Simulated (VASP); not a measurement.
Given:

```xyz
2
Lattice="2.9682 0.0000 0.0000 0.0000 2.9682 0.0000 0.0000 0.0000 2.9682" Properties=species:S:1:pos:R:3 pbc="T T T"
Al     1.4841     1.4841     1.4841
Fe     0.0000     0.0000     0.0000
```

Method: PBE GGA, VASP's PBE PAW potentials (set 64) (plane waves; VASP 6.6.1). Settings: 150 eV cut-off, 11×11×11 Γ-centred mesh, first-order Methfessel-Paxton smearing of 0.10 eV, potentials Al Fe.

At this cut-off the stress carries a Pulay error, which pulls relaxed volumes low.

### Question
Give the stress tensor in GPa (positive for a compressed cell).

### Answer

```
-285.50     0.00     0.00
   0.00  -285.50     0.00
   0.00     0.00  -285.50
```
The pressure is its mean diagonal, -285.50 GPa.

The compound is FeAl in the CsCl type structure. The cell was not relaxed at this level. The run is one of a series of settings (ENCUT = 150 against the base run), some of them coarse on purpose. The run is not spin-polarised, so no magnetic state was tried. The electron count is odd and the run is not spin-polarised, which forces a metal.
